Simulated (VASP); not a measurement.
Wanted: the native input for a VASP 6.6.1 run.

| Item | Value |
| --- | --- |
| Task | single point |
| Functional | PBE |
| Potentials or basis | VASP PAW PBE potentials, release 64 (O, H, Li_sv) |
| Cutoff | 520 eV |
| k mesh | 1 × 1 × 1 |
| Occupations | fermi-dirac, width 0.05 eV |
| Spin | no spin polarisation |
| Dipole correction | no |
| Further INCAR settings | LREAL = Auto; ALGO = Normal; EDIFF = 1e-06; NBANDS = 67 |

The structure of LiH21O11 lies in POSCAR:

```
LiH21O11
1.0
    7.0067960000      0.0000000000      0.0000000000
    0.0000000000      7.0067960000      0.0000000000
    0.0000000000      0.0000000000      7.0067960000
O H Li
11 21 1
Direct
    0.0276588615      0.4985873715      0.4510478113
    0.4443971253      0.7372984742      0.2996804816
    0.7029889268      0.2882201794      0.3523864545
    0.1623423887      0.7069707752      0.0393332416
    0.6238086566      0.7372699305      0.9044076636
    0.2567792754      1.0069652377      0.4406150828
    0.8260837050     -0.0019124290      0.5805791977
    0.3562969437      0.3374723625      0.1529086904
    0.7774166680      0.3488613055      0.8850407519
    0.1399498430      0.1949393132      0.8674720942
    0.4020525216      0.5849178426      0.6548784923
    0.0362933358      0.6200694297      0.3978137797
   -0.0769681321      0.4230036096      0.3926473669
    0.4052636897      0.6376095436      0.5018841707
    0.5644662696      0.7964410552      0.3397273162
    0.5881575545      0.3475625664      0.4076185463
    0.6605729637      0.2133928261      0.2387824621
    0.0581720946      0.7562086865     -0.0362505202
    0.1857339646      0.7879207558      0.1579894719
    0.5385628467      0.7031459172      0.8069594148
    0.5392336240      0.7977397943      1.0026408647
    0.1645545268      0.9447827509      0.5192102068
    0.3643034562      0.8780903568      0.3752356997
    0.7425790618      0.0892704740      0.5372783794
    0.7897332818     -0.1005595139      0.6660676292
    0.3287379852      0.4742681248      0.1403494550
    0.2911030948      0.2776019168      0.0434149931
    0.6583750975      0.3589657812      0.8013363026
    0.7782872514      0.4880690119      0.9170668020
   -0.0009704864      0.2228693400      0.8399131358
    0.2163042852      0.1717618152      0.7322605082
    0.2739055055      0.5435865408      0.6902013417
    0.1698493862      0.2137781662      0.3523293671
```

The cell was built by a generator and needn't be a form met in nature.

These files were run (other wordings do the same):

INCAR

```
PREC = Accurate
ENCUT = 520
EDIFF = 1E-6
ISMEAR = -1
SIGMA = 0.05
LREAL = Auto
LASPH = True
NELM = 80
ALGO = Normal
ISIF = 2
LWAVE = False
LCHARG = False
GGA = PE
NBANDS = 67
```

KPOINTS

```
Automatic mesh
0
Gamma
  1 1 1
```

Potentials or basis: VASP PAW PBE potentials, release 64 (O, H, Li_sv).

Command:

```bash
$ cat potpaw_PBE.64/O/POTCAR potpaw_PBE.64/H/POTCAR potpaw_PBE.64/Li_sv/POTCAR > POTCAR
$ mpirun -np 1 vasp_gam > vasp.out
```

It gave:

```
Largest force          : 4.356 eV/Å
Band gap on the k mesh : 4.12 eV, direct
```

Run time: 22 s on 1 thread of Intel(R) Xeon(R) 6975P-C (Granite Rapids), with other jobs on the host, peak memory 0.36 GiB.
